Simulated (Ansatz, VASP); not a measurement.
## LiBe3: VASP beside Ansatz

```
Li Be
1.0
     4.77242    0.00000    0.00000
    -2.38621    4.13304    0.00000
     0.00000    0.00000    3.74280
Li Be
2 6
Direct
  0.33333 0.66667 0.25000
  0.66667 0.33333 0.75000
  0.84239 0.68478 0.25000
  0.15761 0.84239 0.75000
  0.31522 0.15761 0.25000
  0.15761 0.31522 0.75000
  0.84239 0.15761 0.25000
  0.68478 0.84239 0.75000
```

Alike in both runs: functional PBE; k mesh 6 × 6 × 4; occupations gaussian, width 0.1 eV; no spin polarisation.

Ansatz relaxed the structure, and its values are those at the end. VASP's run is a single point on that final structure, the one shown.

```csv
,VASP,Ansatz
version,VASP 6.6.1,Ansatz 0.2.0
potentials or method,"VASP PAW PBE potentials, release 64 (Li_sv, Be)","scalar-relativistic, plane waves, PAW"
plane-wave cutoff (eV),520,420
valence electrons in the cell,18,18
```

Ansatz gave:

- gap on the k mesh at the Fermi level (eV): none
- rms of the force components (eV/Å): 0.012

Task: Which values does VASP return?

Result: gap on the k mesh at the Fermi level (eV): none; rms of the force components (eV/Å): 0.014.

A gap of «none» marks a metal or a gap that the smearing closes. With one functional, cell and mesh, what is left measures potentials, basis and numerics.

Caveats: the k mesh is coarse (spacing up to 0.42 Å⁻¹), so the values aren't converged.
